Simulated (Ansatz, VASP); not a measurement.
# Ge (amorphous Ge): VASP beside Ansatz

Wanted: the spread between two codes on one cell, functional and k mesh. Of the first pair: The structure shown is the start of the Ansatz relaxation below; VASP solves that cell, so the two are compared at the walk's first step.

Method: plane waves, with VASP 6.6.1 beside it; single point at PBE, in Ansatz 0.2.0.

## 1. Starting point

The cell holds 82 atoms: 82 Ge. Cell: a = 12.343 Å, b = 12.343 Å, c = 12.343 Å, α = 90.0°, β = 90.0°, γ = 90.0°. It derives from Ge (amorphous Ge). As first built, before any earlier steps moved the atoms (in the runner's words): 83 atoms (83 Ge) placed at random at 5.32 g/cm^3, melted at 3500 K for 10 ps at fixed volume with the Tersoff potential (Tersoff, Phys. Rev. B 39, 5566 (1989)). Quenched from 3500 K to 300 K at 20 K/ps and fixed volume, annealed at 1000 K for 20 ps, held 5 ps. Nearest the centre at fractional (0.846, 0.147, 0.476): Ge23 at 2.45 Å, Ge11 at 2.51 Å, Ge71 at 2.52 Å, Ge49 at 2.56 Å, Ge67 at 3.47 Å, Ge72 at 3.56 Å, Ge48 at 3.59 Å, Ge51 at 3.87 Å.

## 2. Ansatz: relaxation, PBE

Ansatz runs on its PAW soft_1 files.

The two programs are compared at the cell with which this relaxation starts, whose forces are those of its first step.

The input, input.yaml:

```yaml
crystal:
  lattice:
    - [12.3432, 0.0, 0.0]
    - [0.0, 12.3432, 0.0]
    - [0.0, 0.0, 12.3432]
  atoms:
    - { symbol: Ge, position: [0.49464, 0.86459, 0.87736] }
    - { symbol: Ge, position: [0.59494, 0.51635, 0.94972] }
    - { symbol: Ge, position: [0.46653, 0.91093, 0.6776] }
    - { symbol: Ge, position: [0.91361, 0.86677, 0.0958] }
    - { symbol: Ge, position: [0.57657, 0.36792, 0.61403] }
    - { symbol: Ge, position: [0.71916, 0.8777, 0.73734] }
    - { symbol: Ge, position: [0.36301, 0.97531, 0.15834] }
    - { symbol: Ge, position: [0.20071, 0.08634, 0.50045] }
    - { symbol: Ge, position: [0.04691, 0.68325, 0.30413] }
    - { symbol: Ge, position: [0.36569, 0.31366, 0.10202] }
    - { symbol: Ge, position: [0.6887, 0.18329, 0.59981] }
    - { symbol: Ge, position: [0.06806, 0.7338, 0.11089] }
    - { symbol: Ge, position: [0.88527, 0.6497, 0.85445] }
    - { symbol: Ge, position: [0.9619, 0.47, 0.61845] }
    - { symbol: Ge, position: [0.24878, 0.2807, 0.5095] }
    - { symbol: Ge, position: [0.551, 0.28785, 0.17468] }
    - { symbol: Ge, position: [0.28223, 0.13256, 0.06409] }
    - { symbol: Ge, position: [0.82864, 0.19133, 0.04926] }
    - { symbol: Ge, position: [0.15611, 0.85238, 0.78935] }
    - { symbol: Ge, position: [0.40656, 0.49588, 0.00526] }
    - { symbol: Ge, position: [0.46835, 0.10902, 0.57285] }
    - { symbol: Ge, position: [0.39273, 0.75655, 0.57387] }
    - { symbol: Ge, position: [0.75522, 0.27309, 0.35272] }
    - { symbol: Ge, position: [0.74835, 0.11559, 0.77695] }
    - { symbol: Ge, position: [0.38967, 0.8265, 0.3849] }
    - { symbol: Ge, position: [0.3938, 0.03251, 0.36871] }
    - { symbol: Ge, position: [0.27686, 0.58329, 0.88329] }
    - { symbol: Ge, position: [0.84737, 0.50796, 0.13795] }
    - { symbol: Ge, position: [0.36405, 0.64311, 0.14803] }
    - { symbol: Ge, position: [0.6161, 0.5625, 0.3119] }
    - { symbol: Ge, position: [0.26357, 0.99119, 0.67372] }
    - { symbol: Ge, position: [0.09876, 0.99402, 0.3516] }
    - { symbol: Ge, position: [0.84458, 0.57153, 0.47633] }
    - { symbol: Ge, position: [0.83461, 0.27759, 0.86762] }
    - { symbol: Ge, position: [0.14786, 0.30819, 0.84821] }
    - { symbol: Ge, position: [0.79791, 0.84175, 0.26426] }
    - { symbol: Ge, position: [0.63211, 0.85957, 0.39568] }
    - { symbol: Ge, position: [0.1937, 0.7918, 0.57687] }
    - { symbol: Ge, position: [0.1189, 0.53485, 0.41348] }
    - { symbol: Ge, position: [0.98344, 0.30048, 0.7384] }
    - { symbol: Ge, position: [0.64708, 0.46979, 0.13417] }
    - { symbol: Ge, position: [0.64495, 0.81861, 0.12727] }
    - { symbol: Ge, position: [0.62181, 0.71579, 0.93897] }
    - { symbol: Ge, position: [0.8471, 0.64342, 0.2915] }
    - { symbol: Ge, position: [0.69787, 0.43635, 0.46124] }
    - { symbol: Ge, position: [0.06184, 0.2894, 0.26019] }
    - { symbol: Ge, position: [0.62728, 0.1498, 0.05546] }
    - { symbol: Ge, position: [0.92277, 0.01884, 0.72549] }
    - { symbol: Ge, position: [0.90257, 0.9584, 0.41281] }
    - { symbol: Ge, position: [0.51403, 0.73288, 0.25312] }
    - { symbol: Ge, position: [0.56454, 0.17518, 0.34219] }
    - { symbol: Ge, position: [0.87566, 0.31878, 0.19815] }
    - { symbol: Ge, position: [0.01188, 0.73014, 0.71095] }
    - { symbol: Ge, position: [0.97571, 0.0505, 0.05386] }
    - { symbol: Ge, position: [0.28169, 0.54456, 0.3027] }
    - { symbol: Ge, position: [0.78474, 0.53217, 0.72481] }
    - { symbol: Ge, position: [0.98603, 0.5738, 0.00779] }
    - { symbol: Ge, position: [0.2873, 0.32946, 0.70077] }
    - { symbol: Ge, position: [0.45107, 0.49325, 0.40345] }
    - { symbol: Ge, position: [0.44634, 0.29894, 0.45995] }
    - { symbol: Ge, position: [0.58384, 0.19634, 0.86538] }
    - { symbol: Ge, position: [0.63556, 0.67182, 0.70613] }
    - { symbol: Ge, position: [0.14805, 0.46242, 0.98227] }
    - { symbol: Ge, position: [0.23084, 0.12485, 0.86747] }
    - { symbol: Ge, position: [0.48029, 0.57433, 0.59831] }
    - { symbol: Ge, position: [0.25907, 0.80764, 0.0893] }
    - { symbol: Ge, position: [0.63865, 0.98011, 0.56646] }
    - { symbol: Ge, position: [0.30711, 0.78043, 0.89919] }
    - { symbol: Ge, position: [0.06202, 0.01224, 0.87349] }
    - { symbol: Ge, position: [0.1774, 0.8145, 0.3768] }
    - { symbol: Ge, position: [0.0122, 0.1564, 0.59529] }
    - { symbol: Ge, position: [0.05897, 0.34185, 0.45692] }
    - { symbol: Ge, position: [0.53478, 0.9686, 0.05059] }
    - { symbol: Ge, position: [0.20428, 0.40671, 0.17537] }
    - { symbol: Ge, position: [0.31031, 0.52547, 0.69673] }
    - { symbol: Ge, position: [0.73023, 0.73431, 0.53526] }
    - { symbol: Ge, position: [0.40909, 0.17901, 0.76612] }
    - { symbol: Ge, position: [0.13496, 0.58816, 0.60971] }
    - { symbol: Ge, position: [0.6661, 0.38404, 0.81274] }
    - { symbol: Ge, position: [0.11574, 0.11204, 0.18651] }
    - { symbol: Ge, position: [0.7992, 0.82144, 0.92658] }
    - { symbol: Ge, position: [0.89546, 0.85583, 0.59586] }
kpoints:
  mp_grid: { grid: [1, 1, 1] }
hamiltonian:
  xc: pbe
  pseudopotentials: { kind: paw, azcp: { folder: soft_1 } }
scf:
  occupations: { method: fermi_dirac, width: 0.05 }
output:
  forces: true
  eigenvalues: true
relax:
  f_tol: 0.05
  max_steps: 90
```

On the command line:

```sh
> ansatz run input.yaml --threads 8 --pin off --max-ram 15872MiB --backend cpu --events-out ev --progress --plain --runs-dir out
```

Numbers of over 12 decimals in the logs are rounded to 6 here.

What it wrote:

```text
Engine: ansatz 0.2.0, aarch64-unknown-linux-gnu
Pseudopotentials: kind: paw
Pseudopotential: Ge, paw, valence charge 14, recommended cutoff 420 eV (normal), soft_1/Ge.paw.azcp
Functional definition: PBE
  parameter kappa = 0.804
  parameter beta = 0.066725
  exchange = pbe_x(kappa = kappa, mu = beta*pi^2/3)
  correlation = pbe_c(beta = beta)
Crystal: 82 atoms, lattice volume = 1880.543 Å³
Basis set: ecut = 420 eV, 36785 PW (Γ), exchange–correlation on 180×180×180 points (8 copies of the dense FFT grid, shifted against one another)
Bands: 689, of which v1, the nominal top of the filled ones, is band 574 counted from 1 (573 counted from 0)
Symmetry: 1 space group operations
Space group: P1 (ITA 1), of the structure as read, at distance tolerance 1.2e-4 Å
k-points: 1
Non-local potential: Ge, projectors of the file, l = 0: 2, l = 1: 2, l = 2: 3, l = 3: 1
PAW form: soft (Blöchl's): semilocal exchange-correlation on the pseudo side does not see the compensation charge
PAW one-centre angular grid: Ge, 590 points (default); XC on 64 Gauss nodes
Initial density: superposition of atomic densities (chi_scale 0.1, normalization cell)
Initial wavefunctions: pseudopotential atomic-orbital guess
Functional: x = pbe(κ = 0.804, μ = 0.219515), c = pbe(β = 0.066725)
SCF iter   1: F=—  HF=-352171.505031 eV  |F-HF|=—  |Δ(HF+E_count)|=         —  Δρ=2.83e-2  dr2=1.57e1  ethr=3.10e-3  ⟨swp⟩=6.0  Hψ=2458  notcnv=0
preconditioner: auto → LDOS  [metal: Δε(μ)=0.089 eV  Ē_g=21.952 eV  σ=0.050 eV  W_gap=0.42  n_scr=484 (ndim 8)  ℏωp=29.0 eV  f_vac=0.026  D(μ)=18.12/eV (n_scr^D=80)  β→1.0]
SCF iter   2: F=—  HF=-352170.452829 eV  |F-HF|=—  |Δ(HF+E_count)|=    1.05e0  Δρ=7.54e-3  dr2=3.00e0  ethr=1.36e-3  ⟨swp⟩=3.0  Hψ=948  notcnv=0  defer=92
SCF iter   3: F=—  HF=-352170.064899 eV  |F-HF|=—  |Δ(HF+E_count)|=   3.88e-1  Δρ=3.95e-3  dr2=1.03e0  ethr=2.62e-4  ⟨swp⟩=4.0  Hψ=1214  notcnv=0  defer=92
SCF iter   4: F=—  HF=-352169.812057 eV  |F-HF|=—  |Δ(HF+E_count)|=   2.53e-1  Δρ=1.47e-3  dr2=1.24e-1  ethr=8.96e-5  ⟨swp⟩=3.0  Hψ=1194  notcnv=0  defer=92
SCF iter   5: F=—  HF=-352169.782622 eV  |F-HF|=—  |Δ(HF+E_count)|=   2.94e-2  Δρ=3.74e-4  dr2=9.77e-3  ethr=1.08e-5  ⟨swp⟩=2.0  Hψ=755  notcnv=0  defer=92
SCF iter   6: F=—  HF=-352169.782213 eV  |F-HF|=—  |Δ(HF+E_count)|=   4.09e-4  Δρ=1.01e-4  dr2=5.23e-4  ethr=8.51e-7  ⟨swp⟩=2.0  Hψ=1233  notcnv=0  defer=92
SCF iter   7: F=—  HF=-352169.782202 eV  |F-HF|=—  |Δ(HF+E_count)|=   1.14e-5  Δρ=3.66e-5  dr2=9.71e-5  ethr=4.56e-8  ⟨swp⟩=2.0  Hψ=1170  notcnv=0  defer=92
SCF iter   8: F=-352169.782183 eV  HF=-352169.782190 eV  |F-HF|=6.13e-6  |Δ(HF+E_count)|=   1.20e-5  Δρ=1.32e-5  dr2=9.97e-6  ethr=5.44e-9  ⟨swp⟩=9.0  Hψ=3204  notcnv=0
SCF 1 converged in 8 iterations: F = -352169.782183 eV  dr2 = 9.97e-6
  greatest PAW one-centre occupation: 0.998 electrons in one spin orbital (limit 2), on the Ge atom at site 5 (counted from 0), in its partial waves of l = 2
relax step   1: F+E_penalty+E_count = -352169.78218338 eV  Δ(F+E_penalty+E_count) = +0.000e0 eV  max|allowed force component| = 8.601e-1 eV/Å  Δτ_max = 0.0000 Å  (8 SCF iters, dr2 threshold 6.25e-5 eV, accepted)
Initial density: handed on by an earlier stage of this run
Initial wavefunctions: those handed on with the density
iter 1 solved again at ethr=9.87e-6 eV; its pass at ethr=3.10e-3 eV (dr2=1.13e-1 eV) is discarded
SCF iter   1: F=—  HF=-352170.291422 eV  |F-HF|=—  |Δ(HF+E_count)|=         —  Δρ=3.17e-3  dr2=1.18e-1  ethr=9.87e-6  ⟨swp⟩=2.0  Hψ=2083  notcnv=0  defer=92
preconditioner: auto → LDOS  [metal: Δε(μ)=0.043 eV  Ē_g=22.105 eV  σ=0.050 eV  W_gap=0.21  n_scr=484 (ndim 8)  ℏωp=29.0 eV  f_vac=0.063  D(μ)=19.99/eV (n_scr^D=80)  β→1.0]
SCF iter   2: F=—  HF=-352170.290873 eV  |F-HF|=—  |Δ(HF+E_count)|=   5.48e-4  Δρ=7.48e-4  dr2=2.58e-2  ethr=9.87e-6  ⟨swp⟩=2.0  Hψ=1110  notcnv=0  defer=92
SCF iter   3: F=—  HF=-352170.287776 eV  |F-HF|=—  |Δ(HF+E_count)|=   3.10e-3  Δρ=2.92e-4  dr2=6.54e-3  ethr=2.25e-6  ⟨swp⟩=2.0  Hψ=1175  notcnv=0  defer=92
SCF iter   4: F=—  HF=-352170.286574 eV  |F-HF|=—  |Δ(HF+E_count)|=   1.20e-3  Δρ=8.67e-5  dr2=4.19e-4  ethr=5.70e-7  ⟨swp⟩=2.0  Hψ=798  notcnv=0  defer=92
SCF iter   5: F=—  HF=-352170.286504 eV  |F-HF|=—  |Δ(HF+E_count)|=   6.92e-5  Δρ=2.69e-5  dr2=4.89e-5  ethr=3.65e-8  ⟨swp⟩=2.0  Hψ=992  notcnv=0  defer=92
SCF iter   6: F=-352170.286496 eV  HF=-352170.286499 eV  |F-HF|=3.22e-6  |Δ(HF+E_count)|=   5.61e-6  Δρ=9.12e-6  dr2=4.52e-6  ethr=4.03e-9  ⟨swp⟩=9.0  Hψ=2642  notcnv=0
SCF 2 converged in 6 iterations: F = -352170.286496 eV  dr2 = 4.52e-6
relax step   2: F+E_penalty+E_count = -352170.28649566 eV  Δ(F+E_penalty+E_count) = -5.043e-1 eV  max|allowed force component| = 5.354e-1 eV/Å  Δτ_max = 0.1949 Å  (6 SCF iters, dr2 threshold 4.62e-5 eV, accepted)
[... from here the SCF lines of each step are left out ...]
[...]
--- Relaxed structure (13 steps of the walk, 13 accepted, 0 SCFs on fresh bases) ---
  F+E_penalty+E_count = -352171.15697869 eV   max|allowed force component| = 3.027e-2 eV/Å
  atoms:
    - { symbol: Ge, position: [0.481037, 0.858122, 0.870121] }
    - { symbol: Ge, position: [0.587155, 0.525491, 0.952077] }
    - { symbol: Ge, position: [0.473284, 0.909301, 0.671007] }
    - { symbol: Ge, position: [0.914166, 0.865494, 0.080480] }
    - { symbol: Ge, position: [0.579124, 0.380378, 0.614251] }
    - { symbol: Ge, position: [0.766083, 0.868228, 0.714001] }
    - { symbol: Ge, position: [0.351202, 0.977775, 0.154513] }
    - { symbol: Ge, position: [0.232882, 0.081736, 0.488648] }
    - { symbol: Ge, position: [0.018174, 0.698849, 0.312861] }
    - { symbol: Ge, position: [0.369742, 0.313410, 0.099973] }
    - { symbol: Ge, position: [0.686092, 0.187241, 0.604504] }
    - { symbol: Ge, position: [0.058787, 0.726846, 0.115475] }
    - { symbol: Ge, position: [0.887552, 0.633244, 0.854639] }
    - { symbol: Ge, position: [0.972709, 0.445745, 0.628679] }
    - { symbol: Ge, position: [0.258185, 0.279616, 0.512377] }
    - { symbol: Ge, position: [0.556460, 0.280039, 0.165824] }
    - { symbol: Ge, position: [0.276767, 0.137830, 0.061518] }
    - { symbol: Ge, position: [0.824923, 0.179090, 0.057524] }
    - { symbol: Ge, position: [0.150041, 0.847632, 0.786645] }
    - { symbol: Ge, position: [0.399823, 0.498955, 0.00884479] }
    - { symbol: Ge, position: [0.468912, 0.109130, 0.582828] }
    - { symbol: Ge, position: [0.394381, 0.762170, 0.563972] }
    - { symbol: Ge, position: [0.765464, 0.239920, 0.408756] }
    - { symbol: Ge, position: [0.783140, 0.143941, 0.782321] }
[...]
- { symbol: Ge, position: [0.311663, 0.524775, 0.699317] }
    - { symbol: Ge, position: [0.748101, 0.738511, 0.512995] }
    - { symbol: Ge, position: [0.414831, 0.186769, 0.770495] }
    - { symbol: Ge, position: [0.134127, 0.580772, 0.615982] }
    - { symbol: Ge, position: [0.667612, 0.396179, 0.820744] }
    - { symbol: Ge, position: [0.113522, 0.105248, 0.185032] }
    - { symbol: Ge, position: [0.804282, 0.811108, 0.911146] }
    - { symbol: Ge, position: [0.928969, 0.839435, 0.562452] }
```

## 3. VASP: single point, PBE, start cell, pair 1

The same cell, functional, mesh and smearing now go to VASP, with its own data sets.

Lines of VASP's logs that name or quote its potential files are left out, and so is its time.

The input, INCAR:

```
SYSTEM = Ge
PREC = Accurate
ENCUT = 410
EDIFF = 1E-06
NELM = 120
ISMEAR = -1
SIGMA = 0.05
LREAL = Auto
ALGO = Normal
GGA = PE
NBANDS = 672
LORBIT = 11
LWAVE = .FALSE.
LCHARG = .FALSE.
ISIF = 2
LASPH = .TRUE.
GGA_COMPAT = .FALSE.
EFERMI = MIDGAP
NCORE = 2
```

The input, POSCAR:

```
Ge
1.0
   12.3432000000      0.0000000000      0.0000000000
    0.0000000000     12.3432000000      0.0000000000
    0.0000000000      0.0000000000     12.3432000000
Ge
82
Direct
    0.4946367231      0.8645894096      0.8773575734
    0.5949429645      0.5163490829      0.9497213040
    0.4665321797      0.9109307149      0.6776038629
    0.9136123534      0.8667687472      0.0958017370
    0.5765684749      0.3679191782      0.6140303973
    0.7191571067      0.8776978417      0.7373371573
    0.3630095923      0.9753062415      0.1583381943
    0.2007097025      0.0863390369      0.5004536911
    0.0469084192      0.6832506967      0.3041269687
    0.3656912308      0.3136625834      0.1020237864
    0.6887030916      0.1832912049      0.5998120423
    0.0680617668      0.7337967464      0.1108869661
    0.8852728628      0.6497018601      0.8544461728
    0.9618980491      0.4699996759      0.6184538855
    0.2487766544      0.2806970640      0.5095032082
    0.5509997407      0.2878508004      0.1746791756
    0.2822282714      0.1325588178      0.0640919697
    0.8286424914      0.1913280187      0.0492578910
    0.1561102469      0.8523802580      0.7893496014
    0.4065639380      0.4958762720      0.0052579558
    0.4683469441      0.1090235919      0.5728498282
    0.3927263595      0.7565461145      0.5738706332
    0.7552174477      0.2730896364      0.3527205263
    0.7483472681      0.1155940113      0.7769460108
    0.3896720461      0.8265036619      0.3849001880
    0.3938038758      0.0325118284      0.3687131376
    0.2768568929      0.5832928252      0.8832879642
    0.8473734526      0.5079638992      0.1379463996
    0.3640466006      0.6431071359      0.1480329250
    0.6160963121      0.5624959492      0.3118964288
    0.2635702249      0.9911935317      0.6737231836
    0.0987588308      0.9940209994      0.3516025018
    0.8445783913      0.5715292631      0.4763270465
    0.8346133904      0.2775860393      0.8676194180
    0.1478627908      0.3081939854      0.8482079202
    0.7979130209      0.8417509236      0.2642588632
    0.6321132283      0.8595664009      0.3956834532
    0.1937017953      0.7917962927      0.5768682351
    0.1188994750      0.5348531985      0.4134827273
    0.9834402748      0.3004812366      0.7383984704
    0.6470769330      0.4697890336      0.1341710415
    0.6449462052      0.8186126774      0.1272684555
    0.6218079590      0.7157868300      0.9389704453
    0.8470979973      0.6434230994      0.2914965325
    0.6978660315      0.4363536198      0.4612418174
    0.0618397174      0.2893982112      0.2601918465
    0.6272765571      0.1497990797      0.0554637371
    0.9227671917      0.0188362823      0.7254925789
    0.9025698360      0.9583981463      0.4128102923
    0.5140320176      0.7328812626      0.2531191263
    0.5645375591      0.1751814764      0.3421884114
    0.8756562318      0.3187828116      0.1981495884
    0.0118769849      0.7301429127      0.7109501588
    0.9757113228      0.0504974399      0.0538596150
    0.2816935641      0.5445589474      0.3027010824
    0.7847397757      0.5321715600      0.7248120423
    0.9860327954      0.5737977186      0.0077937650
    0.2872998898      0.3294607557      0.7007664139
    0.4510661741      0.4932513449      0.4034529133
    0.4463429257      0.2989419275      0.4599536587
    0.5838437358      0.1963429257      0.8653833690
    0.6355564197      0.6718193013      0.7061296908
    0.1480491283      0.4624165532      0.9822736405
    0.2308396526      0.1248460691      0.8674735887
    0.4802887420      0.5743324260      0.5983132413
    0.2590738220      0.8076430747      0.0892961307
    0.6386512412      0.9801105062      0.5664576447
    0.3071083674      0.7804297103      0.8991914576
    0.0620179532      0.0122415581      0.8734930974
    0.1774013222      0.8144970510      0.3767985612
    0.0122010500      0.1564019055      0.5952913345
    0.0589717415      0.3418481431      0.4569236503
    0.5347802839      0.9685980945      0.0505865578
    0.2042825199      0.4067097673      0.1753678139
    0.3103085099      0.5254715147      0.6967318037
    0.7302320306      0.7343071489      0.5352582799
    0.4090916456      0.1790135459      0.7661222373
    0.1349568993      0.5881619029      0.6097122302
    0.6660995528      0.3840414155      0.8127389980
    0.1157398406      0.1120373971      0.1865075507
    0.7992011796      0.8214401452      0.9265830579
    0.8954566077      0.8558315510      0.5958584484
```

The input, KPOINTS:

```
Automatic mesh
0
Gamma
1 1 1
0 0 0
```

PAW data sets: Ge_d (PBE family, release 64).

On the command line:

```sh
> mpirun -np 8 vasp_gam
```

What it wrote:

```text
[banner, memory and clock lines left out]
running    8 mpi-ranks, on    1 nodes
[...]
LDA part: xc-table for (Slater+PW92), standard interpolation
 POSCAR, INCAR and KPOINTS ok, starting setup
[...]
entering main loop
       N       E                     dE             d eps       ncg     rms          rms(c)
DAV:   1     0.216740115546E+05    0.21674E+05   -0.40784E+05  1360   0.483E+03
DAV:   2     0.502968290923E+04   -0.16644E+05   -0.16053E+05  1344   0.107E+03
DAV:   3     0.652716962208E+03   -0.43770E+04   -0.41923E+04  1344   0.299E+02
DAV:   4    -0.256100458204E+03   -0.90882E+03   -0.82879E+03  1504   0.128E+02
[...]
DAV:  18    -0.351037561369E+03   -0.23881E-05   -0.27909E-05  1312   0.286E-02    0.200E-03
DAV:  19    -0.351037562652E+03   -0.12834E-05   -0.13487E-05  1232   0.144E-02    0.159E-03
DAV:  20    -0.351037562830E+03   -0.17803E-06   -0.34324E-06  1064   0.113E-02
   1 F= -.35103756E+03 E0= -.35095990E+03  d E =-.155329E+00
```

From OUTCAR (step 3):

```text
  FREE ENERGIE OF THE ION-ELECTRON SYSTEM (eV)
  ---------------------------------------------------
  free  energy   TOTEN  =      -351.0375628300 eV

  energy  without entropy=     -350.8822342762  energy(sigma->0) =     -350.95989855
```

The gap is under twice the smearing width, so the edge states are partly filled and the run can't tell a small gap from a semimetal.

## 4. Comparison

Known differences besides the potentials themselves: the cutoff is 420 eV in Ansatz and 410 eV in VASP (PREC = Accurate, projectors in real space). Total energies have different zeros and are not compared.

Forces on 10 of the 82 atoms, those with the largest forces and the largest differences (eV/Å; atoms numbered as in POSCAR):

| atom | Ansatz x, y, z | VASP x, y, z |
| --- | --- | --- |
| Ge11 | 0.235, 0.132, -0.561 | 0.240, 0.133, -0.560 |
| Ge16 | 0.151, 0.078, -0.099 | 0.150, 0.073, -0.102 |
| Ge20 | 0.054, 0.023, 0.045 | 0.054, 0.026, 0.039 |
| Ge23 | -0.640, -0.311, 0.860 | -0.640, -0.310, 0.860 |
| Ge38 | 0.074, 0.031, 0.011 | 0.077, 0.031, 0.005 |
| Ge40 | 0.243, -0.043, -0.060 | 0.245, -0.042, -0.055 |
| Ge44 | -0.026, 0.163, -0.226 | -0.025, 0.162, -0.223 |
| Ge48 | -0.132, 0.104, -0.476 | -0.130, 0.105, -0.475 |
| Ge49 | -0.057, 0.594, 0.367 | -0.057, 0.597, 0.368 |
| Ge67 | 0.258, 0.079, -0.040 | 0.259, 0.078, -0.042 |

The forces differ by 2.1 meV/Å r.m.s., which is 1.8 % of the r.m.s. force of 0.122 eV/Å (both taken over all components).

(Part 1 of 2 ends here.)

[Lines on the potential files, build, host, timing and source positions are cut from VASP's logs without a mark.]

[Logs are printed without paths, hosts, clocks, repeated set-up lines and the standing remarks that a program may print on its own settings, such as how far it seeks lower states.]

[Hosts, paths, dates, database ids (printed as entryN), source tags and the programs' standing remarks are cut or masked in the printed files.]
